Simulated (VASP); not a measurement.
All values below come from RPBE GGA, VASP's PBE PAW potentials (set 64) (plane waves; VASP 6.6.1).

Input for VASP

### KPOINTS
```
Automatic mesh
0
Gamma
11 11 11
0 0 0
```

### INCAR
```
LCHARG  =  .True.
ENCUT  =  520   ! plane-wave cut-off (eV)
NEDOS  =  601   ! DOS grid
ISMEAR  =  -5   ! tetrahedra, Bloechl
ISIF  =  2
LORBIT  =  11   ! lm-projected
PREC  =  Accurate
ALGO  =  Normal
GGA  =  RP   ! RPBE
SYSTEM  =  Ba
LWAVE  =  .False.
EDIFF  =  1E-7
LMAXMIX  =  4   ! l cut-off of mixed one-centre charges
LREAL  =  .False.
LASPH  =  .True.
NELM  =  100   ! most electronic steps
```

### POSCAR
```
Ba
1
   -2.5812890248     2.5812890248     2.5812890248
    2.5812890248    -2.5812890248     2.5812890248
    2.5812890248     2.5812890248    -2.5812890248
Ba
1
Direct
  0.0000000000   0.0000000000   0.0000000000
```

POTCAR, in this order: Ba_sv (PBE.64 set). Program: vasp_std.

The resulting files:

File OUTCAR:
```
 ion  position               nearest neighbor table
   1  0.000  0.000  0.000-
  LATTYP: Found a body centered cubic cell.
 ALAT       =     5.1625780496
 Subroutine PRICEL returns:
 Original cell was already a primitive cell.
 Subroutine GETGRP returns: Found 48 space group operations
The static configuration has the point symmetry O_h .
The dynamic configuration has the point symmetry O_h .
 Subroutine INISYM returns: Found 48 space group operations
 Subroutine IBZKPT returns following result:
 Found     56 irreducible k-points:

 Following reciprocal coordinates:
            Coordinates               Weight
  0.000000  0.000000  0.000000      1.000000
  0.090909  0.000000  0.000000     12.000000
  0.181818  0.000000  0.000000     12.000000
  0.272727  0.000000  0.000000     12.000000
  0.363636  0.000000  0.000000     12.000000
  0.454545  0.000000  0.000000     12.000000
  0.090909  0.090909  0.000000     24.000000
  0.181818  0.090909  0.000000     48.000000
  0.272727  0.090909  0.000000     48.000000
  0.363636  0.090909  0.000000     48.000000
...
```

### OSZICAR
```
       N       E                     dE             d eps       ncg     rms          rms(c)
DAV:   1     0.604080207080E+02    0.60408E+02   -0.41750E+03  1008   0.901E+02
DAV:   2     0.103247488885E+01   -0.59376E+02   -0.58774E+02  1229   0.151E+02
DAV:   3    -0.162154657694E+01   -0.26540E+01   -0.26436E+01  1259   0.374E+01
DAV:   4    -0.168026020403E+01   -0.58714E-01   -0.58934E-01  1668   0.484E+00
DAV:   5    -0.168082012419E+01   -0.55992E-03   -0.56029E-03  1469   0.308E-01    0.151E+00
DAV:   6    -0.168417202283E+01   -0.33519E-02   -0.36291E-03  1331   0.691E-01    0.909E-01
DAV:   7    -0.168803235040E+01   -0.38603E-02   -0.10359E-02  1174   0.130E+00    0.532E-02
DAV:   8    -0.168837034309E+01   -0.33799E-03   -0.44793E-04  1555   0.194E-01    0.250E-02
DAV:   9    -0.168840990607E+01   -0.39563E-04   -0.18010E-05  1532   0.323E-02    0.910E-03
DAV:  10    -0.168842960615E+01   -0.19700E-04   -0.12830E-05  1271   0.325E-02    0.108E-03
DAV:  11    -0.168843068180E+01   -0.10756E-05   -0.61256E-07  1642   0.449E-03    0.747E-04
DAV:  12    -0.168843072555E+01   -0.43749E-07   -0.68416E-08   829   0.283E-03
   1 F= -.16884307E+01 E0= -.16884307E+01  d E =0.000000E+00
```

### OUTCAR
```
------------------------ aborting loop because EDIFF is reached ----------------------------------------
  FORCE on cell =-STRESS in cart. coord.  units (eV):
  Direction    XX          YY          ZZ          XY          YZ          ZX
  --------------------------------------------------------------------------------------
  Total        0.0106574      0.0106574      0.0106574      0.0000000      0.0000000      0.0000000
  in kB        0.2481947      0.2481947      0.2481947      0.0000000      0.0000000      0.0000000
  external PRESSURE =       0.2481947 kB  Pullay stress =       0.0000000 kB
  volume of cell :       68.80
      direct lattice vectors                 reciprocal lattice vectors
    -2.581289025  2.581289025  2.581289025     0.000000000  0.193701672  0.193701672
     2.581289025 -2.581289025  2.581289025     0.193701672  0.000000000  0.193701672
     2.581289025  2.581289025 -2.581289025     0.193701672  0.193701672  0.000000000
 POSITION                                       TOTAL-FORCE (eV/Angst)
 -----------------------------------------------------------------------------------
      0.00000      0.00000      0.00000        -0.000000      0.000000     -0.000000
 -----------------------------------------------------------------------------------
    total drift:                               -0.000000      0.000000      0.000000
  FREE ENERGIE OF THE ION-ELECTRON SYSTEM (eV)
  ---------------------------------------------------
  free  energy   TOTEN  =        -1.6884307255 eV

  energy  without entropy=       -1.6884307255  energy(sigma->0) =       -1.68843073

 total charge

# of ion       s       p       d       tot
------------------------------------------
    1        2.065   5.574   0.242   7.881
```
(Selected blocks of OUTCAR.)

For a metal the tetrahedron method with Blöchl corrections gives inexact stress and forces.

The compound is Ba in the bcc structure. It was relaxed first, which changed the volume by +9 %.
